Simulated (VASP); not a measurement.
GaAs, 2 atoms in the cell. The structure is cubic, space group F-43m (No. 216). The conventional cell has a = 5.763 Å, b = 5.763 Å, c = 5.763 Å, α = 90.00°, β = 90.00°, γ = 90.00°. Ga (site symmetry -43m) has 4 As at 2.50 Å as nearest neighbours. Around As (site symmetry -43m) lie 4 Ga at 2.50 Å. 

* Program: VASP 6.6.1
* Task: relaxation of cell and atoms
* Functional: PBE
* Potentials or basis: VASP PAW PBE potentials, release 64 (Ga_d, As)
* Cutoff: 520 eV
* k mesh: 10 × 10 × 10
* Occupations: gaussian, width 1 eV
* Spin: no spin polarisation
* Further INCAR settings: ALGO = Normal; EDIFF = 1e-07; IBRION = 2; EDIFFG = -0.002; NSW = 80; ISIF = 3

Potentials or basis: VASP PAW PBE potentials, release 64 (Ga_d, As).

Run with:

```bash
$ cat potpaw_PBE.64/Ga_d/POTCAR potpaw_PBE.64/As/POTCAR > POTCAR
$ mpirun -np 1 vasp_std > vasp.out
```

Hardware: 1 thread of Intel(R) Xeon(R) Platinum 8488C (Sapphire Rapids), with other jobs on the host.

Question: How long does it take, and how much memory?

Answer: Wall time 29 s on 1 thread of Intel(R) Xeon(R) Platinum 8488C (Sapphire Rapids), on a shared host, peak memory 0.18 GiB. Counts: scf iterations 14, k points 47, ion steps 1.
